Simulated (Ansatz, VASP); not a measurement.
# Cross-check of BaTiO3 between VASP and Ansatz

One calculation is typed for both programs; each brings its own data sets and cutoff. How far apart do they land?

Program: Ansatz 0.2.0. Level of theory: plane waves, with VASP 6.6.1 beside it; dielectric response at LDA. Results are calculated unless marked as measured.

### Step 1. The structure

The structure is cubic, space group Pm-3m (No. 221). Conventional cell: a = 4.007 Å, b = 4.007 Å, c = 4.007 Å, α = 90.00°, β = 90.00°, γ = 90.00°. Nearest to Ba lie 12 O at 2.83 Å. Nearest to Ti lie 6 O at 2.00 Å. Nearest to O lie 2 Ti at 2.00 Å and 4 Ba at 2.83 Å. Farther neighbours and most contacts between anions are not listed.

### Step 2. VASP: dielectric response, LDA

The response to a field tests empty states and converges slowly with the mesh.

Lines of VASP's logs that name or quote its potential files are left out, and so is its time.

INCAR

```
SYSTEM = BaTiO3
PREC = Accurate
ENCUT = 520
EDIFF = 1E-08
NELM = 120
ISMEAR = 0
SIGMA = 0.02
LREAL = .FALSE.
ALGO = Normal
GGA = CA
NBANDS = 26
LASPH = .TRUE.
LWAVE = .FALSE.
LCHARG = .FALSE.
KPAR = 12
LEPSILON = .TRUE.
```

POSCAR

```
BaTiO3
1.0
    4.0073000000      0.0000000000      0.0000000000
    0.0000000000      4.0073000000      0.0000000000
    0.0000000000      0.0000000000      4.0073000000
Ba Ti O
1 1 3
Direct
    0.5000000000      0.5000000000      0.5000000000
    0.0000000000      0.0000000000      0.0000000000
    0.5000000000      0.0000000000      0.0000000000
    0.0000000000      0.5000000000      0.0000000000
    0.0000000000      0.0000000000      0.5000000000
```

KPOINTS

```
Automatic mesh
0
Gamma
8 8 8
0 0 0
```

PAW data sets: Ba_sv_GW, Ti_sv and O (LDA family, release 64).

The run is started by

```console
$ mpirun -np 12 vasp_std
```

Numbers of over 12 decimals in the logs are rounded to 6 here.

Log:

```text
[banner, memory and clock lines left out]
running   12 mpi-ranks, on    1 nodes
 distrk:  each k-point on    1 cores,   12 groups
 distr:  one band on    1 cores,    1 groups

 POSCAR found type information on POSCAR BaTiO
 POSCAR found :  3 types and       5 ions
|                                                                             |
|           W    W    AA    RRRRR   N    N  II  N    N   GGGG   !!!           |
|           W    W   A  A   R    R  NN   N  II  NN   N  G    G  !!!           |
|           W    W  A    A  R    R  N N  N  II  N N  N  G       !!!           |
|           W WW W  AAAAAA  RRRRR   N  N N  II  N  N N  G  GGG   !            |
|           WW  WW  A    A  R   R   N   NN  II  N   NN  G    G                |
|           W    W  A    A  R    R  N    N  II  N    N   GGGG   !!!           |
|                                                                             |
|     For optimal performance we recommend to set                             |
|       NCORE = 2 up to number-of-cores-per-socket                            |
|     NCORE specifies how many cores store one orbital (NPAR=cpu/NCORE).      |
|     This setting can greatly improve the performance of VASP for DFT.       |
|     The default, NCORE=1 might be grossly inefficient on modern             |
|     multi-core architectures or massively parallel machines. Do your        |
|     Unfortunately you need to use the default for GW and RPA                |
|     calculations (for HF NCORE is supported but not extensively tested      |
|     yet).                                                                   |
|                                                                             |

 LDA part: xc-table for (Slater(with rela. corr.)+CA(PZ))
 , standard interpolation
 POSCAR, INCAR and KPOINTS ok, starting setup
 FFT: planning ... GRIDC
 FFT: planning ... GRID_SOFT
 FFT: planning ... GRID
 WAVECAR not read
 entering main loop
       N       E                     dE             d eps       ncg     rms          rms(c)
DAV:   1     0.524603623364E+03    0.52460E+03   -0.18545E+04  1828   0.167E+03
DAV:   2     0.101999221097E+02   -0.51440E+03   -0.50099E+03  2452   0.460E+02
DAV:   3    -0.553825783467E+02   -0.65583E+02   -0.60908E+02  2524   0.180E+02
DAV:   4    -0.585803168703E+02   -0.31977E+01   -0.31912E+01  3032   0.393E+01
DAV:   5    -0.586826050115E+02   -0.10229E+00   -0.10224E+00  2834   0.600E+00    0.263E+01
DAV:   6    -0.478213673299E+02    0.10861E+02   -0.73715E+01  2496   0.717E+01    0.107E+01
DAV:   7    -0.475165443469E+02    0.30482E+00   -0.16283E+01  2308   0.323E+01    0.177E+01
DAV:   8    -0.476417349514E+02   -0.12519E+00   -0.68504E-01  2756   0.595E+00    0.221E+01
DAV:   9    -0.474205297309E+02    0.22121E+00   -0.11413E-01  2190   0.369E+00    0.215E+01
DAV:  10    -0.472472685698E+02    0.17326E+00   -0.13435E+00  2096   0.118E+01    0.195E+01
DAV:  11    -0.472142336618E+02    0.33035E-01   -0.36239E-01  2278   0.695E+00    0.156E+01
DAV:  12    -0.471913203699E+02    0.22913E-01   -0.59396E-02  2466   0.242E+00    0.159E+01
DAV:  13    -0.471851637000E+02    0.61567E-02   -0.15430E-02  2594   0.103E+00    0.134E+01
DAV:  14    -0.471819037890E+02    0.32599E-02   -0.26045E-03  2470   0.522E-01    0.110E+01
DAV:  15    -0.471742185899E+02    0.76852E-02   -0.11847E-02  1988   0.583E-01    0.789E+00
DAV:  16    -0.471728366592E+02    0.13819E-02   -0.20283E-03  2776   0.359E-01    0.617E+00
DAV:  17    -0.471706185241E+02    0.22181E-02   -0.48416E-03  1946   0.382E-01    0.241E+00
DAV:  18    -0.471702667791E+02    0.35175E-03   -0.12545E-03  2664   0.185E-01    0.896E-01
DAV:  19    -0.471702364612E+02    0.30318E-04   -0.94705E-05  2884   0.606E-02    0.328E-01
DAV:  20    -0.471702289091E+02    0.75521E-05   -0.16906E-05  2406   0.298E-02    0.162E-01
DAV:  21    -0.471702268334E+02    0.20757E-05   -0.80375E-06  2410   0.186E-02    0.431E-02
DAV:  22    -0.471702265137E+02    0.31969E-06   -0.70691E-07  2784   0.858E-03    0.994E-03
DAV:  23    -0.471702264772E+02    0.36529E-07   -0.10902E-07  2736   0.308E-03    0.242E-03
DAV:  24    -0.471702264691E+02    0.80981E-08   -0.40063E-08  1846   0.140E-03
   1 F= -.47170226E+02 E0= -.47170226E+02  d E =-.272748E-12
 Linear response reoptimize wavefunctions to high precision
DAV:   1    -0.471702264698E+02   -0.63346E-09   -0.76708E-09  1700   0.861E-04
DAV:   2    -0.471702264698E+02   -0.46384E-10   -0.75680E-10  1150   0.315E-04
 Linear response G [H, r] |phi>, progress :
  Direction:   1
       N       E                     dE             d eps       ncg     rms
RMM:   1    -0.148384588140E+03   -0.14838E+03   -0.20004E+03  2883   0.624E+02
RMM:   2    -0.141260702476E+03    0.71239E+01   -0.10688E+02  3523   0.585E+01
[...]
RMM:   4    -0.113136949969E+01   -0.25148E-02   -0.16510E-02  4389   0.344E-01
RMM:   5    -0.113191940571E+01   -0.54991E-03   -0.32921E-03  4403   0.154E-01
RMM:   6    -0.113206421716E+01   -0.14481E-03   -0.10144E-03  4525   0.771E-02
RMM:   7    -0.113210542339E+01   -0.41206E-04   -0.32345E-04  4432   0.405E-02
RMM:   8    -0.113212036231E+01   -0.14939E-04   -0.11088E-04  4326   0.219E-02
RMM:   9    -0.113212555669E+01   -0.51944E-05   -0.45355E-05  4070   0.126E-02
RMM:  10    -0.113212741020E+01   -0.18535E-05   -0.17531E-05  3907   0.719E-03
[...]
Linear response to external field, progress :
  Direction:   1
       N       E                     dE             d eps       ncg     rms          rms(c)
RMM:   1    -0.950147456478E+00   -0.95015E+00   -0.36345E+00  7031   0.101E+01
RMM:   2    -0.106856642585E+01   -0.11842E+00   -0.17963E-01  7594   0.227E+00    0.383E+00
RMM:   3    -0.105335484598E+01    0.15212E-01   -0.77069E-02  7656   0.136E+00    0.238E+00
RMM:   4    -0.107750079072E+01   -0.24146E-01   -0.57681E-02  7739   0.127E+00    0.269E-01
RMM:   5    -0.107634738314E+01    0.11534E-02   -0.12821E-02  8278   0.504E-01    0.200E-01
RMM:   6    -0.108037039601E+01   -0.40230E-02   -0.32916E-03  8402   0.256E-01    0.372E-02
RMM:   7    -0.108086464155E+01   -0.49425E-03   -0.92401E-04  8582   0.116E-01    0.349E-02
RMM:   8    -0.108078955097E+01    0.75091E-04   -0.30237E-04  8731   0.617E-02    0.220E-02
RMM:   9    -0.108110273984E+01   -0.31319E-03   -0.90461E-05  8426   0.357E-02    0.678E-03
RMM:  10    -0.108110066755E+01    0.20723E-05   -0.38307E-05  8912   0.196E-02    0.276E-03
RMM:  11    -0.108111261900E+01   -0.11951E-04   -0.15199E-05  9010   0.102E-02    0.160E-03
RMM:  12    -0.108113994515E+01   -0.27326E-04   -0.62226E-06  8648   0.606E-03    0.776E-04
RMM:  13    -0.108113809897E+01    0.18462E-05   -0.33285E-06  8843   0.375E-03    0.529E-04
RMM:  14    -0.108114090805E+01   -0.28091E-05   -0.21496E-06  9112   0.241E-03    0.254E-04
RMM:  15    -0.108114494934E+01   -0.40413E-05   -0.17400E-06  8671   0.170E-03    0.129E-04
RMM:  16    -0.108114452715E+01    0.42218E-06   -0.16156E-06  8500   0.129E-03    0.466E-05
RMM:  17    -0.108114521553E+01   -0.68837E-06   -0.15705E-06  7631   0.106E-03    0.479E-05
RMM:  18    -0.108114605482E+01   -0.83929E-06   -0.15407E-06  7329   0.945E-04    0.279E-05
RMM:  19    -0.108114558349E+01    0.47133E-06   -0.15170E-06  5995   0.872E-04    0.170E-05
RMM:  20    -0.108114583966E+01   -0.25617E-06   -0.15071E-06  5430   0.832E-04    0.753E-06
 change of polarisation eV/A/(eV/A) component  1 :     2.082    -0.297    -0.268
 dielectric tensor                  component  1 :     6.856    -0.834    -0.755
 Linear response to external field, progress :
  Direction:   2
       N       E                     dE             d eps       ncg     rms          rms(c)
RMM:   1    -0.949169333668E+00   -0.94917E+00   -0.36247E+00  7032   0.101E+01
RMM:   2    -0.106850409135E+01   -0.11933E+00   -0.17925E-01  7596   0.226E+00    0.383E+00
RMM:   3    -0.105335119423E+01    0.15153E-01   -0.77176E-02  7657   0.136E+00    0.238E+00
RMM:   4    -0.107749783063E+01   -0.24147E-01   -0.57787E-02  7746   0.127E+00    0.270E-01
RMM:   5    -0.107632814271E+01    0.11697E-02   -0.12813E-02  8268   0.503E-01    0.200E-01
RMM:   6    -0.108040099426E+01   -0.40729E-02   -0.32885E-03  8395   0.256E-01    0.367E-02
RMM:   7    -0.108085184671E+01   -0.45085E-03   -0.91934E-04  8592   0.115E-01    0.346E-02
RMM:   8    -0.108078063526E+01    0.71211E-04   -0.29997E-04  8720   0.615E-02    0.220E-02
RMM:   9    -0.108109496604E+01   -0.31433E-03   -0.90183E-05  8416   0.358E-02    0.697E-03
RMM:  10    -0.108108990505E+01    0.50610E-05   -0.38473E-05  8887   0.198E-02    0.276E-03
RMM:  11    -0.108110190162E+01   -0.11997E-04   -0.15420E-05  9006   0.103E-02    0.161E-03
RMM:  12    -0.108112934524E+01   -0.27444E-04   -0.63970E-06  8677   0.611E-03    0.770E-04
RMM:  13    -0.108112817971E+01    0.11655E-05   -0.34839E-06  8861   0.380E-03    0.523E-04
RMM:  14    -0.108113054717E+01   -0.23675E-05   -0.23387E-06  9168   0.244E-03    0.266E-04
RMM:  15    -0.108113496805E+01   -0.44209E-05   -0.19272E-06  8606   0.176E-03    0.125E-04
RMM:  16    -0.108113438440E+01    0.58366E-06   -0.17856E-06  8523   0.134E-03    0.478E-05
RMM:  17    -0.108113505629E+01   -0.67189E-06   -0.16765E-06  7656   0.111E-03    0.444E-05
RMM:  18    -0.108113599961E+01   -0.94332E-06   -0.16486E-06  7388   0.990E-04    0.345E-05
RMM:  19    -0.108113539933E+01    0.60027E-06   -0.15910E-06  6090   0.915E-04    0.167E-05
RMM:  20    -0.108113560610E+01   -0.20676E-06   -0.15950E-06  5476   0.874E-04    0.904E-06
 change of polarisation eV/A/(eV/A) component  2 :    -0.296     2.082    -0.269
 dielectric tensor                  component  2 :    -0.833     6.856    -0.755
 Linear response to external field, progress :
  Direction:   3
       N       E                     dE             d eps       ncg     rms          rms(c)
RMM:   1    -0.949622044169E+00   -0.94962E+00   -0.36292E+00  7036   0.101E+01
RMM:   2    -0.106843876671E+01   -0.11882E+00   -0.17823E-01  7584   0.226E+00    0.383E+00
RMM:   3    -0.105336236369E+01    0.15076E-01   -0.77124E-02  7638   0.136E+00    0.239E+00
RMM:   4    -0.107750695099E+01   -0.24145E-01   -0.57828E-02  7717   0.128E+00    0.271E-01
RMM:   5    -0.107631996453E+01    0.11870E-02   -0.12800E-02  8260   0.503E-01    0.200E-01
RMM:   6    -0.108034642488E+01   -0.40265E-02   -0.32754E-03  8391   0.255E-01    0.372E-02
RMM:   7    -0.108084472135E+01   -0.49830E-03   -0.91518E-04  8564   0.115E-01    0.350E-02
RMM:   8    -0.108076870465E+01    0.76017E-04   -0.29904E-04  8713   0.614E-02    0.221E-02
RMM:   9    -0.108108059022E+01   -0.31189E-03   -0.89654E-05  8406   0.356E-02    0.681E-03
RMM:  10    -0.108107818157E+01    0.24087E-05   -0.37776E-05  8907   0.195E-02    0.277E-03
RMM:  11    -0.108109032726E+01   -0.12146E-04   -0.15128E-05  8993   0.102E-02    0.159E-03
RMM:  12    -0.108111785356E+01   -0.27526E-04   -0.62198E-06  8634   0.606E-03    0.784E-04
RMM:  13    -0.108111530051E+01    0.25531E-05   -0.33892E-06  8846   0.377E-03    0.518E-04
RMM:  14    -0.108111822712E+01   -0.29266E-05   -0.22345E-06  9066   0.243E-03    0.261E-04
RMM:  15    -0.108112232500E+01   -0.40979E-05   -0.18376E-06  8692   0.173E-03    0.120E-04
RMM:  16    -0.108112192917E+01    0.39583E-06   -0.16892E-06  8503   0.131E-03    0.499E-05
RMM:  17    -0.108112256494E+01   -0.63577E-06   -0.16200E-06  7541   0.109E-03    0.445E-05
RMM:  18    -0.108112349712E+01   -0.93218E-06   -0.15862E-06  7392   0.977E-04    0.317E-05
RMM:  19    -0.108112292302E+01    0.57410E-06   -0.15662E-06  6017   0.903E-04    0.169E-05
RMM:  20    -0.108112318466E+01   -0.26163E-06   -0.15616E-06  5464   0.862E-04    0.848E-06
 change of polarisation eV/A/(eV/A) component  3 :    -0.224    -0.341     2.082
 dielectric tensor                  component  3 :    -0.628    -0.960     6.856
 Born effective charges drift removed
```

From OUTCAR (step 2):

```text
ion  position               nearest neighbor table
   1  0.500  0.500  0.500-
   2  0.000  0.000  0.000-   3 2.00   4 2.00   5 2.00   5 2.00   4 2.00   3 2.00
   3  0.500  0.000  0.000-   2 2.00   2 2.00
   4  0.000  0.500  0.000-   2 2.00   2 2.00
   5  0.000  0.000  0.500-   2 2.00   2 2.00

  LATTYP: Found a simple cubic cell.
 ALAT       =     4.0073000000

 Subroutine GETGRP returns: Found 48 space group operations
 (whereof 48 operations were pure point group operations)

The static configuration has the point symmetry O_h .

 Found     35 irreducible k-points:

   k-points           NKPTS =     35   k-points in BZ     NKDIM =     35   number of bands    NBANDS=     26

   dimension x,y,z NGX =    30 NGY =   30 NGZ =   30
   dimension x,y,z NGXF=    60 NGYF=   60 NGZF=   60

   ENCUT  =  520.0 eV  38.22 Ry    6.18 a.u.   7.45  7.45  7.45*2*pi/ulx,y,z

   NELECT =      40.0000    total number of electrons

 k-points in reciprocal lattice and weights: Automatic mesh
   0.00000000  0.00000000  0.00000000       0.002
   0.12500000  0.00000000  0.00000000       0.012
   0.25000000  0.00000000  0.00000000       0.012
   0.37500000  0.00000000  0.00000000       0.012
   0.50000000  0.00000000  0.00000000       0.006
   0.12500000  0.12500000  0.00000000       0.023
   0.25000000  0.12500000  0.00000000       0.047
   0.37500000  0.12500000  0.00000000       0.047
   0.50000000  0.12500000  0.00000000       0.023
[...]
0.50000000  0.50000000  0.37500000       0.012
   0.50000000  0.50000000  0.50000000       0.002

 average (electrostatic) potential at core
       1 -68.9845       2 -75.5941       3 -69.3054       4 -69.3054       5 -69.3054

  Total       -3.5861281     -3.5861281     -3.5861281      0.0000000     -0.0000000      0.0000000
  in kB      -89.2854752    -89.2854752    -89.2854752      0.0000000     -0.0000000      0.0000000
  external PRESSURE =     -89.2854752 kB  Pullay stress =       0.0000000 kB

  energy-cutoff  :      520.00
  volume of cell :       64.35
      direct lattice vectors                 reciprocal lattice vectors
     4.007300000  0.000000000  0.000000000     0.249544581  0.000000000  0.000000000
     0.000000000  4.007300000  0.000000000     0.000000000  0.249544581  0.000000000
     0.000000000  0.000000000  4.007300000     0.000000000  0.000000000  0.249544581

 POSITION                                       TOTAL-FORCE (eV/Angst)
 -----------------------------------------------------------------------------------
      2.00365      2.00365      2.00365         0.000000      0.000000      0.000000
      0.00000      0.00000      0.00000         0.000000      0.000000      0.000000
      2.00365      0.00000      0.00000         0.000000      0.000000      0.000000
      0.00000      2.00365      0.00000         0.000000      0.000000      0.000000
      0.00000      0.00000      2.00365         0.000000      0.000000      0.000000
 -----------------------------------------------------------------------------------
    total drift:                                0.000000     -0.000000      0.000000

 MACROSCOPIC STATIC DIELECTRIC TENSOR (including local field effects in DFT)
 ------------------------------------------------------
           6.855786    -0.000000     0.000000
           0.000000     6.855786    -0.000000
          -0.000000     0.000000     6.855786
 ------------------------------------------------------

 PIEZOELECTRIC TENSOR (including local field effects)  for field in x, y, z        (C/m^2)
          XX          YY          ZZ          XY          YZ          ZX
  --------------------------------------------------------------------------------
  x     0.00000     0.00000     0.00000     0.00000     0.00000     0.00000
  y     0.00000     0.00000     0.00000     0.00000     0.00000     0.00000
  z     0.00000     0.00000     0.00000     0.00000     0.00000     0.00000

 BORN EFFECTIVE CHARGES (including local field effects) (in |e|, cummulative output)
 ---------------------------------------------------------------------------------
 ion    1
    1     2.74385    -0.00000    -0.00000
    2     0.00000     2.74385     0.00000
    3     0.00000    -0.00000     2.74385
 ion    2
    1     7.42359     0.00000    -0.00000
    2     0.00000     7.42359     0.00000
    3    -0.00000    -0.00000     7.42359
 ion    3
    1    -5.86110     0.00000    -0.00000
    2     0.00000    -2.15317     0.00000
    3     0.00000     0.00000    -2.15317
 ion    4
    1    -2.15317     0.00000     0.00000
    2     0.00000    -5.86110    -0.00000
    3     0.00000     0.00000    -2.15317
 ion    5
    1    -2.15317     0.00000     0.00000
    2    -0.00000    -2.15317     0.00000
    3     0.00000     0.00000    -5.86110
```

This run has no spin polarisation, although Ti can carry a moment. The dielectric response converges more slowly with the mesh than energies do, so tensor and charges may still move on a finer one.

(Continued in part 2 of 2.)

[Lines on the potential files, build, host, timing and source positions are cut from VASP's logs without a mark.]

[Logs are printed without paths, hosts, clocks, repeated set-up lines and the standing remarks that a program may print on its own settings, such as how far it seeks lower states.]

[Hosts, paths, dates, database ids (printed as entryN), source tags and the programs' standing remarks are cut or masked in the printed files.]
